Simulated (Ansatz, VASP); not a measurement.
# BeZn2P2: VASP beside Ansatz, part 3 of 3

Aim: how closely do two programs agree when they are given the same cell, functional and k mesh? The cell is generated by rule, not measured, and may not be a known phase. The cell is taken from a series of runs on this material, whose earlier steps may have relaxed, scaled, displaced or heated it; both programs get it as it stands.

VASP 6.6.1 and Ansatz 0.2.0.

So far: VASP: relaxation of cell and atoms, PBEsol, pair 1; Ansatz: relaxation of cell and atoms, PBEsol, pair 1; Differences; VASP: relaxation of cell and atoms, PBEsol, pair 2; Ansatz: relaxation of cell and atoms, PBEsol, pair 2; Comparison.

## (8) Ansatz: relaxation of cell and atoms, PBEsol, pair 3

Level of this step: Ansatz beside VASP: Kohn-Sham DFT, plane waves, PBEsol (Ansatz).

The relaxed volume is the usual yardstick between codes: in a stiff, nearly cubic crystal its relative difference is about their pressure difference at one cell divided by the bulk modulus. Its start cell is another than that of the pair before, and may be another structure of the material.

The cell is taken from a series of runs on this material, whose earlier steps may have relaxed, scaled, displaced or heated it; both programs get it as it stands.

Contents of input.yaml:

```yaml
crystal:
  lattice:
    - [3.0943983794, -2.0848482346, 0.0]
    - [3.0943983794, 2.0848482346, 0.0]
    - [-1.0579384821, 0.0, 5.9241921503]
  atoms:
    - { symbol: Be, position: [0.2073261314, 0.7926738686, 0.5] }
    - { symbol: Zn, position: [0.3179328264, 0.358250811, 0.1320571538] }
    - { symbol: Zn, position: [0.641749189, 0.6820671736, 0.8679428462] }
    - { symbol: P, position: [0.2233208667, 0.3280879815, 0.7131386823] }
    - { symbol: P, position: [0.6719120185, 0.7766791333, 0.2868613177] }
kpoints:
  mp_grid: { grid: [10, 10, 6] }
hamiltonian:
  xc: pbesol
scf:
  occupations: { method: methfessel_paxton, width: 0.2 }
output:
  forces: true
  stress: true
  eigenvalues: true
relax:
  adjacent_minimum: "off"
  f_tol: 0.001
  max_steps: 60
  cell: { stress_tol: 0.01 }
```

On the command line:

```console
$ ansatz run input.yaml --threads 8 --pin off --max-ram 14336MiB --backend cpu --events-out ev --progress --plain --runs-dir out
```

Numbers of over 12 decimals in the logs are rounded to 6 here.

The log of the run:

```text
[...]
Crystal: 5 atoms, lattice volume = 76.438 Å³
Basis set: ecut = 420 eV, 1473 PW (Γ), exchange–correlation on 50×50×90 points (8 copies of the dense FFT grid, shifted against one another)
Bands: 23, of which v1, the nominal top of the filled ones, is band 18 counted from 1 (17 counted from 0)
Symmetry: 2 space group operations
[...]
k-points: 172 of 600 (time reversal used)
[...]
cell:  # Å, volume = 76.4300 Å³
    - [3.094293, -2.084696, -0.000278341]
    - [3.094293, 2.084696, -0.000278341]
    - [-1.058435, 0, 5.924292]
  atoms:
    - { symbol: Be, position: [0.207229, 0.792771, 0.5] }
    - { symbol: Zn, position: [0.317936, 0.358199, 0.132060] }
    - { symbol: Zn, position: [0.641801, 0.682064, 0.867940] }
    - { symbol: P, position: [0.223351, 0.328076, 0.713120] }
    - { symbol: P, position: [0.671924, 0.776649, 0.286880] }
[key lines of the parts left out:]
SCF converged after 6 iterations
Free energy (F): -8132.849014 eV
Fermi energy:    8.702846 eV
P = ⅓ Tr σ = 0.0009 GPa (0.009 kbar)
```

## (9) VASP: relaxation of cell and atoms, PBEsol, pair 3

The same cell, functional, mesh and smearing now go to VASP, with its own data sets.

Contents of INCAR:

```
SYSTEM = BeZn2P2
PREC = Accurate
ENCUT = 600
EDIFF = 1E-07
NELM = 120
ISMEAR = 1
SIGMA = 0.2
LREAL = .FALSE.
ALGO = Normal
GGA = PS
NBANDS = 24
LORBIT = 11
LWAVE = .FALSE.
LCHARG = .FALSE.
ISIF = 3
IBRION = 2
NSW = 80
EDIFFG = -0.005
LASPH = .TRUE.
GGA_COMPAT = .FALSE.
NELMIN = 4
KPAR = 4
```

Contents of POSCAR:

```
BeZn2P2
1.0
    3.0943980000     -2.0848480000      0.0000000000
    3.0943980000      2.0848480000      0.0000000000
   -1.0579380000      0.0000000000      5.9241920000
Be Zn P
1 2 2
Direct
    0.2073261456      0.7926738544      0.5000000000
    0.3179327948      0.3582508419      0.1320571649
    0.6417491581      0.6820672052      0.8679428351
    0.2233207618      0.3280881118      0.7131386863
    0.6719118882      0.7766792382      0.2868613137
```

Contents of KPOINTS:

```
Automatic mesh
0
Gamma
10 10 6
0 0 0
```

PAW data sets: Be, Zn and P (PBE family, release 64).

On the command line:

```console
$ mpirun -np 4 vasp_std
```

The log of the run:

```text
[... set-up lines as in an earlier step ...]
 entering main loop
       N       E                     dE             d eps       ncg     rms          rms(c)
DAV:   1     0.209540792895E+03    0.20954E+03   -0.18565E+04  8264   0.198E+03
DAV:   2    -0.419347994360E+01   -0.21373E+03   -0.20738E+03  8472   0.372E+02
DAV:   3    -0.203053721287E+02   -0.16112E+02   -0.15916E+02 10568   0.105E+02
DAV:   4    -0.206042280385E+02   -0.29886E+00   -0.29864E+00  9648   0.136E+01
[...]
DAV:  12    -0.192782330678E+02   -0.48925E-06   -0.10123E-05 12536   0.343E-02    0.139E-02
DAV:  13    -0.192782335956E+02   -0.52779E-06   -0.31427E-06 10264   0.134E-02    0.293E-03
DAV:  14    -0.192782335870E+02    0.85734E-08   -0.45000E-07 10296   0.667E-03
   1 F= -.19278234E+02 E0= -.19278398E+02  d E =-.192782E+02
[...]
N       E                     dE             d eps       ncg     rms          rms(c)
DAV:   1    -0.192818874527E+02   -0.36539E-02   -0.45789E-02 10184   0.398E+00    0.427E-01
[...]
DAV:   5    -0.192783465319E+02    0.77571E-05   -0.14922E-05 12112   0.417E-02    0.111E-02
DAV:   6    -0.192783451661E+02    0.13658E-05   -0.76069E-06 10552   0.232E-02    0.315E-03
DAV:   7    -0.192783452460E+02   -0.79935E-07   -0.19717E-07  7832   0.844E-03
   2 F= -.19278345E+02 E0= -.19278517E+02  d E =-.111659E-03
 trial-energy change:   -0.000112  1 .order   -0.000110   -0.000353    0.000132
 step:   0.7304(harm=  0.7274)  dis= 0.00048  next Energy=   -19.278363 (dE=-0.129E-03)
[...]
N       E                     dE             d eps       ncg     rms          rms(c)
DAV:   1    -0.192786189614E+02   -0.27380E-03   -0.33097E-03 10152   0.107E+00    0.115E-01
DAV:   2    -0.192783952651E+02    0.22370E-03   -0.10185E-03  9952   0.779E-01    0.437E-02
DAV:   3    -0.192783719414E+02    0.23324E-04   -0.39007E-05  9752   0.834E-02    0.229E-02
DAV:   4    -0.192783635296E+02    0.84118E-05   -0.11727E-05 11392   0.268E-02    0.529E-03
DAV:   5    -0.192783631599E+02    0.36973E-06   -0.10729E-06 11864   0.113E-02    0.313E-03
DAV:   6    -0.192783631741E+02   -0.14179E-07   -0.57255E-07  9128   0.630E-03
   3 F= -.19278363E+02 E0= -.19278533E+02  d E =-.129587E-03
[...]
reached required accuracy - stopping structural energy minimisation
```

From OUTCAR (step 9):

```text
  Total        0.0004122     -0.0001782     -0.0051655      0.0000000      0.0000000     -0.0024260
  in kB        0.0086208     -0.0037275     -0.1080266      0.0000000      0.0000000     -0.0507345
  external PRESSURE =      -0.0343778 kB  Pullay stress =       0.0000000 kB

 POSITION                                       TOTAL-FORCE (eV/Angst)
 -----------------------------------------------------------------------------------
      2.56728      1.22125      2.96430         0.000000     -0.002093     -0.000000
      1.95398      0.08428      0.78287        -0.001325     -0.001486      0.000110
      3.18059      0.08428      5.14573         0.001325     -0.001486     -0.000110
      0.95240      0.21846      4.22745        -0.000164      0.002533     -0.000569
      4.18216      0.21846      1.70114         0.000164      0.002533      0.000569
 -----------------------------------------------------------------------------------
    total drift:                               -0.000000      0.000154      0.000000

  FREE ENERGIE OF THE ION-ELECTRON SYSTEM (eV)
  ---------------------------------------------------
  free  energy   TOTEN  =       -19.2783631741 eV

  energy  without entropy=      -19.2788716513  energy(sigma->0) =      -19.27853267

[... 1 part as in an earlier step ...]

[... 3 further parts left out ...]
[key lines of the parts left out:]
E-fermi :   4.8950
```

## (10) Comparison

Compared:

| quantity | Ansatz | VASP | difference |
| --- | --- | --- | --- |
| volume (Å³) | 76.43 | 76.61 | -0.24 % |
| edge a after relaxation, in the typed setting (Å) | 3.731 | 3.734 | -0.08 % |
| edge c after relaxation, in the typed setting (Å) | 6.018 | 6.022 | -0.07 % |

## (11) What came out

```json
{"difference in volume (relaxation of cell and atoms, PBEsol, pair 1)": "-0.24 %", "difference in volume (relaxation of cell and atoms, PBEsol, pair 2)": "-0.24 %", "difference in volume (relaxation of cell and atoms, PBEsol, pair 3)": "-0.24 %"}
```

In words: The difference in volume is -0.24 % (relaxation of cell and atoms, PBEsol, pair 1), within the 1.2 % picked in this series as the mark of a large difference, as far as the stopping tolerances let one tell. VASP runs on this material, other cells and data sets included, that failed, so that no pair exists: relaxation of cell and atoms, PBEsol (timeout). 2 further pairs of this series are not shown here. Such differences can come from data sets, numerical settings and the points named under the comparisons, not from the functional's error against experiment.

[Lines on the potential files, build, host, timing and source positions are cut from VASP's logs without a mark.]

[Logs are printed without paths, hosts, clocks, repeated set-up lines and the standing remarks that a program may print on its own settings, such as how far it seeks lower states.]

[Hosts, paths, dates, database ids (printed as entryN), source tags and the programs' standing remarks are cut or masked in the printed files.]
